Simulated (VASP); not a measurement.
Energy against volume of MgSe (rock salt). Calculation: rev-vdW-DF2, VASP's PBE PAW potentials (set 64) (plane waves; VASP). Numerical set-up: 520 eV cut-off, 8×8×8 Γ-centred mesh, Gaussian smearing of 0.050 eV, potentials Mg Se.

```json
[
 {"V (Å³/atom)": "19.911", "E (eV/atom)": "-2.48785"},
 {"V (Å³/atom)": "20.527", "E (eV/atom)": "-2.49174"},
 {"V (Å³/atom)": "21.143", "E (eV/atom)": "-2.48830"},
 {"V (Å³/atom)": "21.759", "E (eV/atom)": "-2.47859"}
]
```

Problem. Fit these four points and predict the energy of the run at 19.295 Å³/atom.

Solution. A cubic in V^(−2/3), the third-order Birch-Murnaghan form, passes through the four points with V0 = 20.53 Å³/atom and B0 = 63 GPa, and gives -2.4754 eV/atom there. The run gave -2.4754 eV/atom, -0.0 meV/atom from the fit; all five points give B0 = 63 GPa.

The compound is MgSe in the rock salt structure. It was relaxed first.
